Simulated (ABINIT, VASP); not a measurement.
Given: the input of a run of VASP 6.6.1 on SiO. Atoms were shifted at random by some hundredths of an Å from the given cell, which wasn't relaxed again for these runs. The cell comes from a database or a generator and needn't be the stable form of this composition.

INCAR

```
SYSTEM = SiO
ALGO = Normal
EDIFF = 1E-7
ENCUT = 520
GGA = PE
ISIF = 2
ISMEAR = -1
LASPH = .TRUE.
LCHARG = .FALSE.
LREAL = .FALSE.
LWAVE = .FALSE.
NBANDS = 12
NELM = 60
PREC = Accurate
SIGMA = 0.05
```

Contents of KPOINTS:

```
k-points
0
G
  9 9 9
  0 0 0
```

The input POSCAR:

```
SiO
1.0
    0.0000000000      2.4336400000      2.4336400000
    2.4336400000      0.0000000000      2.4336400000
    2.4336400000      2.4336400000      0.0000000000
Si O
1 1
Direct
    0.7548200000      0.7432130000      0.7557210000
   -0.0291860000     -0.0003250000      0.0127120000
```

Potentials or basis: VASP PAW PBE potentials, release 64 (Si, O).

The run is started by

```console
$ cat potpaw_PBE.64/Si/POTCAR potpaw_PBE.64/O/POTCAR > POTCAR
$ mpirun -np 1 vasp_std > vasp.out
```

Set up the same calculation for ABINIT 10.8.3 (patched build). Potentials or basis there: JTH PAW PBE v2.0, cutoff 626 eV.

As run (cutoffs and basis follow the program's own potentials, and thresholds, step limits or extra output files can differ):

File run.abi:

```
# Pseudopotentials
pp_dirpath "./"
pseudos "Si.GGA_PBE-JTH.xml, O.GGA_PBE-JTH.xml"

# Structure
acell 3*1.0
rprim
     0.0000000000     4.5989130859     4.5989130859
     4.5989130859     0.0000000000     4.5989130859
     4.5989130859     4.5989130859     0.0000000000
ntypat 2
znucl 14 8
natom 2
typat 1 2
xred
     0.7548200000     0.7432130000     0.7557210000
    -0.0291860000    -0.0003250000     0.0127120000
chkprim 0
chksymtnons 0
tolsym 1.0e-6

# Plane-wave basis
ecut 23.0
pawecutdg 45.0
pawxcdev 0

# k points
kptopt 1
ngkpt 9 9 9
nshiftk 1
shiftk 0.0 0.0 0.0

# Exchange and correlation
ixc 11

# Bands and occupations
nband 9
occopt 3
tsmear 0.00183747

# SCF cycle
nstep 100
tolvrs 1.0e-9

# Output
iomode 3
prtwf 0
prteig 0
prtebands 0
prtden 1
prtvha 1
prtvclmb 1
prtpot 1
```

Potentials or basis: JTH PAW PBE v2.0.

The run is started by

```sh
$ abinit run.abi > log 2>&1
```

Both were run:

|  | VASP | ABINIT |
| --- | --- | --- |
| Pressure | 0.1 GPa | -0.3 GPa |
| Largest force | 0.157 eV/Å | 0.163 eV/Å |

The undisturbed cell isn't at this level's minimum, so the move can lower the energy.

Pressure is positive in compression.
